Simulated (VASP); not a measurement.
# SnSe2 in VASP: a series of runs, part 2 of 2

VASP 6.6.1. The steps go on from the part before.

## Step 3: Relaxation of the atoms, PBE+D3(BJ)

INCAR

```
SYSTEM = SnSe2
PREC = Accurate
ENCUT = 520
EDIFF = 1E-6
ISMEAR = 0
SIGMA = 0.03
LREAL = .FALSE.
LASPH = .TRUE.
NELM = 80
ALGO = Normal
ISIF = 2
LWAVE = .FALSE.
LCHARG = .FALSE.
LDIPOL = .TRUE.
IDIPOL = 3
DIPOL = 0.5 0.5 0.500
GGA = PE
IVDW = 12
IBRION = 2
NSW = 80
EDIFFG = -0.02
KPAR = 2
```

KPOINTS

```
regular mesh
0
G
  9 9 1
  0 0 0
```

POSCAR

```
SnSe2
1.0
    3.8408449500      0.0000000000      0.0000000000
   -1.9204230200      3.3262690400      0.0000000000
    0.0000000000      0.0000000000     24.1973048000
Se Sn
4 2
Direct
    0.6666670000      0.3333340000      0.3099518800
    0.3333330000      0.6666660000      0.4417837400
    0.6666670000      0.3333340000      0.5582162600
    0.3333330000      0.6666660000      0.6900481200
    0.0000000000      0.0000000000      0.3758678100
    0.0000000000      0.0000000000      0.6241321900
```

Potentials or basis: VASP PAW PBE potentials, release 64 (Se, Sn_d).

Command:

```console
> cat potpaw_PBE.64/Se/POTCAR potpaw_PBE.64/Sn_d/POTCAR > POTCAR
> mpirun -np 2 vasp_std > vasp.out
```

It took 1.8 min on 2 MPI ranks of Intel Xeon Platinum 8559C (Emerald Rapids), shared host; peak memory 0.44 GiB.

The run converged. Its results:

| Quantity | Value |
| --- | --- |
| Free energy | -25.5036 eV |
| Energy gained by relaxing | 0.0 meV/atom |
| Ionic steps | 2 |
| Largest force after relaxing | 0.009 eV/Å |
| Band gap on the k mesh | 0.72 eV, indirect (least direct gap 0.98 eV) |
| Dispersion energy per atom | -0.305 eV |

Forces in eV/Å, atoms in the order of the input:
```
Se   0.000  0.000 -0.004
Se   0.000  0.000  0.009
Se   0.000  0.000 -0.009
Se   0.000  0.000  0.004
Sn   0.000  0.000  0.006
Sn   0.000  0.000 -0.006
```

Final structure:
```
Se Sn
1.0
     3.84084    0.00000    0.00000
    -1.92042    3.32627    0.00000
     0.00000    0.00000   24.19730
Se Sn
4 2
Direct
  0.66667 0.33333 0.30994
  0.33333 0.66667 0.44182
  0.66667 0.33333 0.55818
  0.33333 0.66667 0.69006
  0.00000 0.00000 0.37585
  0.00000 0.00000 0.62415
```

Levels at points of the mesh, in eV from the valence-band top:
```csv
k point,band 22,band 23,band 24,band 25,band 26,band 27,band 28,band 29,band 30,band 31
"(0.00, 0.00, 0.00)",-0.50,-0.21,-0.21,-0.09,-0.09,1.26,2.13,3.02,3.13,4.44
```

Caveat: spin-orbit coupling is left out, which moves the levels of the heavy elements.

## Step 4: Single point, PBE+D3(BJ)

INCAR

```
ALGO = Normal ; DIPOL = 0.5 0.5 0.500
EDIFF = 1E-7 ; ENCUT = 520
GGA = PE ; ICORELEVEL = 1
IDIPOL = 3 ; ISIF = 2
ISMEAR = 0 ; IVDW = 12
KPAR = 2 ; LASPH = True
LCHARG = False ; LDIPOL = True
LREAL = False ; LVACPOTAV = True
LVHAR = True ; LWAVE = False
NELM = 80 ; PREC = Accurate
SIGMA = 0.03
```

KPOINTS

```
k-points
0
Gamma
  9 9 1
```

POSCAR

```
SnSe2                                   
1.0
    3.8408449500      0.0000000000      0.0000000000
   -1.9204230200      3.3262690400      0.0000000000
    0.0000000000      0.0000000000     24.1973048000
  Se              Sn            
     4     2
Direct
     0.6666669999999968    0.3333340000000007    0.3099442593969222
     0.3333330000000032    0.6666659999999993    0.4418248555095827
     0.6666669999999968    0.3333340000000007    0.5581751444904173
     0.3333330000000032    0.6666659999999993    0.6900557406030778
     0.0000000000000000    0.0000000000000000    0.3758543984536514
     0.0000000000000000    1.0000000000000000    0.6241456015463486
```

Potentials or basis: VASP PAW PBE potentials, release 64 (Se, Sn_d).

Command:

```console
> cat potpaw_PBE.64/Se/POTCAR potpaw_PBE.64/Sn_d/POTCAR > POTCAR
> mpirun -np 2 vasp_std > vasp.out
```

OUTCAR:

```text
EDIFF = 1E-7
   ENCUT = 520
   GGA = PE
   ISIF = 2
   ISMEAR = 0
   IVDW = 12
   LASPH = True
   LREAL = False
   NELM = 80
   PREC = Accurate
 IVDW          = 12

 ion  position               nearest neighbor table
   1  0.667  0.333  0.310-   5 2.73   5 2.73   5 2.73
   2  0.333  0.667  0.442-   5 2.73   5 2.73   5 2.73
   3  0.667  0.333  0.558-   6 2.73   6 2.73   6 2.73
   4  0.333  0.667  0.690-   6 2.73   6 2.73   6 2.73
   5  0.000  0.000  0.376-   1 2.73   1 2.73   1 2.73   2 2.73   2 2.73   2 2.73
   6  0.000  0.000  0.624-   4 2.73   4 2.73   4 2.73   3 2.73   3 2.73   3 2.73

  LATTYP: Found a hexagonal cell.
 ALAT       =     3.8408449500
 C/A-ratio  =     6.2999952133

  Lattice vectors:

 A1 = (   3.8408449500,   0.0000000000,   0.0000000000)
 A2 = (  -1.9204230200,   3.3262690400,   0.0000000000)
 A3 = (   0.0000000000,   0.0000000000,  24.1973048000)

Analysis of symmetry for initial positions (statically):
=====================================================================
 Subroutine PRICEL returns:
 Original cell was already a primitive cell.

 Routine SETGRP: Setting up the symmetry group for a
[... 189 lines left out ...]

 k-point     1 :       0.0000    0.0000    0.0000
  band No.  band energies     occupation
      1     -22.1007      2.00000
      2     -22.1007      2.00000
      3     -22.1007      2.00000
      4     -22.1007      2.00000
      5     -22.0653      2.00000
      6     -22.0652      2.00000
[... 397 lines left out ...]
     30       3.8775      0.00000
     31       4.8588      0.00000

------------------------ aborting loop because EDIFF is reached ----------------------------------------

 Edisp (eV)   -1.83206

 E8    (eV) :    -0.8275

  FORCE on cell =-STRESS in cart. coord.  units (eV):
  Direction    XX          YY          ZZ          XY          YZ          ZX
  --------------------------------------------------------------------------------------
  -------------------------------------------------------------------------------------
  Total      -0.21703    -0.21703    -0.05632     0.00000     0.00000    -0.00000
  in kB      -1.12479    -1.12479    -0.29189     0.00000     0.00000    -0.00000
  external pressure =       -0.85 kB  Pullay stress =        0.00 kB

 VOLUME and BASIS-vectors are now :
 -----------------------------------------------------------------------------
  energy-cutoff  :      520.00
  volume of cell :      309.14
      direct lattice vectors                 reciprocal lattice vectors
     3.840844950  0.000000000  0.000000000     0.260359377  0.150318611  0.000000000
    -1.920423020  3.326269040  0.000000000     0.000000000  0.300637137  0.000000000
     0.000000000  0.000000000 24.197304800     0.000000000  0.000000000  0.041326917

 POSITION                                       TOTAL-FORCE (eV/Angst)
 -----------------------------------------------------------------------------------
      1.92042      1.10876      7.49982        -0.000000     -0.000000     -0.004085
     -0.00000      2.21751     10.69097        -0.000000      0.000000      0.009324
      1.92042      1.10876     13.50633        -0.000000     -0.000000     -0.009324
     -0.00000      2.21751     16.69749         0.000000      0.000000      0.004085
      0.00000      0.00000      9.09466         0.000000      0.000000      0.004431
      0.00000      0.00000     15.10264         0.000000     -0.000000     -0.004431
 -----------------------------------------------------------------------------------
    total drift:                                0.000000      0.000000      0.000000

  FREE ENERGIE OF THE ION-ELECTRON SYSTEM (eV)
  ---------------------------------------------------
  free  energy   TOTEN  =       -25.5035509736 eV

  energy  without entropy=      -25.5035509736  energy(sigma->0) =      -25.50355097

 vacuum level on the upper side and lower side of the slab         5.037         5.037
```

It took 92 s on 2 MPI ranks of Intel Xeon Platinum 8559C (Emerald Rapids), shared host; peak memory 0.43 GiB.

What came out:

```
Free energy                            : -25.5036 eV
Largest force                          : 0.009 eV/Å
Band gap on the k mesh                 : 0.72 eV, indirect (least direct gap 0.98 eV)
Dispersion energy per atom             : -0.305 eV
Ionisation potential of the upper face : 5.96 eV
```

Forces in eV/Å, atoms in the order of the input:
```
Se   0.000  0.000 -0.004
Se   0.000  0.000  0.009
Se   0.000  0.000 -0.009
Se   0.000  0.000  0.004
Sn   0.000  0.000  0.004
Sn   0.000  0.000 -0.004
```

Core levels (eV, on the scale of the bands):
| atom | levels |
| --- | --- |
| 1 Se | 1s -12497.7, 2s -1601.2, 2p -1407.6, 3s -207.9, 3p -147.4, 3d -47.5 |
| 2 Se | 1s -12497.7, 2s -1601.2, 2p -1407.6, 3s -207.9, 3p -147.4, 3d -47.6 |
| 3 Se | 1s -12497.7, 2s -1601.2, 2p -1407.6, 3s -207.9, 3p -147.4, 3d -47.6 |
| 4 Se | 1s -12497.7, 2s -1601.2, 2p -1407.6, 3s -207.9, 3p -147.4, 3d -47.5 |
| 5 Sn | 1s -29003.4, 2s -4374.8, 2p -3926.5, 3s -841.1, 3p -694.7, 3d -469.4, 4s -130.1, 4p -85.9 |
| 6 Sn | 1s -29003.4, 2s -4374.8, 2p -3926.5, 3s -841.1, 3p -694.7, 3d -469.4, 4s -130.1, 4p -85.9 |

Caveat: spin-orbit coupling is left out, which moves the levels of the heavy elements.
